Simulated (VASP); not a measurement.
Crystal: AlB2H2.

```
Al B H
1.0
     1.59738   -2.41715    0.00000
     1.59738    2.41715    0.00000
     0.00000    0.00000    4.87397
Al B H
1 2 2
Cartesian
  1.5974 0.0000 0.0000
  0.0000 0.0000 3.2488
  0.0000 0.0000 1.6251
  0.7987 1.2086 2.4370
  0.7987 -1.2086 2.4370
```

The cell was built by a generator and needn't be a form met in nature.

- Program: VASP 6.6.1
- Task: single point
- Functional: PBE
- Potentials or basis: VASP PAW PBE potentials, release 64 (Al, B, H)
- Cutoff: 520 eV
- k mesh: 10 × 10 × 6
- Occupations: fermi-dirac, width 0.05 eV
- Spin: no spin polarisation

On this cell: pressure -0.2 GPa; largest force 0.121 eV/Å; band gap on the k mesh none (metal or under the smearing width).

The same run follows on a disturbed copy (atoms moved at random, drawn with an rms of 0.05 Å):

```
Al B H
1.0
     1.59738   -2.41715    0.00000
     1.59738    2.41715    0.00000
     0.00000    0.00000    4.87397
Al B H
1 2 2
Direct
  0.48869 0.48555 0.99282
  0.00580 0.00151 0.66820
  0.99312 0.99780 0.33810
  0.98337 0.50011 0.50438
  0.51019 0.01334 0.49409
```

Question: What does the disturbed cell give?

Answer: The energy (extrapolated to zero smearing) moves by +3.3 meV/atom; pressure 0.4 GPa; largest force 0.453 eV/Å; band gap on the k mesh none (metal or under the smearing width).

Forces on the atoms (eV/Å):
```
Al   0.162  0.005  0.423
B   -0.246 -0.053 -0.029
B   -0.078 -0.062 -0.335
H    0.280  0.160 -0.010
H   -0.117 -0.051 -0.049
```

Stress tensor (GPa, compression positive):
```
 1.21  0.03  0.27
 0.03 -1.10  0.22
 0.27  0.22  1.23
```
